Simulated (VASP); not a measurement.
Calculation: PBE GGA with D3 dispersion (zero damping), VASP's PBE PAW potentials (set 64) (plane waves; VASP).

VASP input:

INCAR:
```
ALGO  =  Normal
EDIFF  =  1E-7
EDIFFG  =  -0.01
ENCUT  =  520
GGA  =  PE
IBRION  =  2
ISIF  =  4
ISMEAR  =  1
IVDW  =  11
LASPH  =  .TRUE.
LCHARG  =  .FALSE.
LMAXMIX  =  6
LREAL  =  .FALSE.
LWAVE  =  .FALSE.
NELM  =  100
NSW  =  30
PREC  =  Accurate
SIGMA  =  0.1
SYSTEM  =  Dy
```

**POSCAR**
```
Dy
1
    1.7629104469    -3.0534502704     0.0000000000
    1.7629104469     3.0534502704     0.0000000000
    0.0000000000     0.0000000000     5.4315772392
Dy
2
Direct
  0.3333330000   0.6666670000   0.2500000000
  0.6666670000   0.3333330000   0.7500000000
```

KPOINTS:
```
Regular mesh
0
Gamma
 12 12 7
```

POTCAR, in this order: Dy_3 (PBE.64 set). Program: vasp_std.

The 4f electrons are frozen in the core of the lanthanide potential, so 4f levels, which can set the real gap, and their magnetism are missing.

Q: What does the run give for the energy per atom (σ→0), dispersion energy, band gap (on the k-mesh)?

A: 
```yaml
energy per atom (σ→0): -4908 meV/atom
dispersion_energy: -0.816 eV
band gap (on the k-mesh): none (metal, semimetal or under 0.01 eV)
```

### OSZICAR
```
...
DAV:   1    -0.900176563377E+01   -0.28612E-02   -0.11075E-01  1976   0.254E+00    0.213E-01
DAV:   2    -0.900036639363E+01    0.13992E-02   -0.24466E-03  2546   0.539E-01    0.137E-01
DAV:   3    -0.899971882950E+01    0.64756E-03   -0.78974E-04  2487   0.238E-01    0.698E-02
DAV:   4    -0.899972553283E+01   -0.67033E-05   -0.14078E-04  2784   0.930E-02    0.345E-02
DAV:   5    -0.899972588380E+01   -0.35096E-06   -0.30930E-06  2648   0.143E-02    0.107E-02
DAV:   6    -0.899972567018E+01    0.21362E-06   -0.45154E-07  2582   0.544E-03    0.175E-03
DAV:   7    -0.899972563919E+01    0.30992E-07   -0.44288E-08  1168   0.203E-03
   3 F= -.98160567E+01 E0= -.98158392E+01  d E =-.216574E-02
```

The compound is Dy in the hcp structure. This cell is one point of a volume scan, at 0.97 of the reference volume. Symmetry was kept, so distortions that lower it aren't found.
